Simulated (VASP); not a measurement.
Given:

```
CELL_PARAMETERS angstrom
      1.97550    -3.42167     0.00000
      1.97550     3.42167     0.00000
      0.00000     0.00000     5.15079
ATOMIC_POSITIONS crystal
  Ni 0.00000 0.00000 0.50000
  Ni 0.00000 0.00000 0.00000
  Sb 0.33333 0.66667 0.25000
  Sb 0.66667 0.33333 0.75000
```

The numbers are results of rev-vdW-DF2, VASP's PBE PAW potentials (set 64) (plane waves; VASP), not measurements. Numerical set-up: 520 eV cut-off, Gaussian smearing of 0.050 eV, potentials Ni Sb.

Unless said otherwise, spin-orbit coupling is left out, though it shifts the bands of the heavy elements here.

Question: What does the run give for the band gap (along the path) with the smallest direct gap where there is one?

Answer: 
The band gap (along the path) is none (metal, semimetal or under 0.01 eV).

Only differences to runs with the same potentials and settings are physical.

The compound is NiSb in the NiAs type structure. It was relaxed first. The run is not spin-polarised, so no magnetic state was tried.
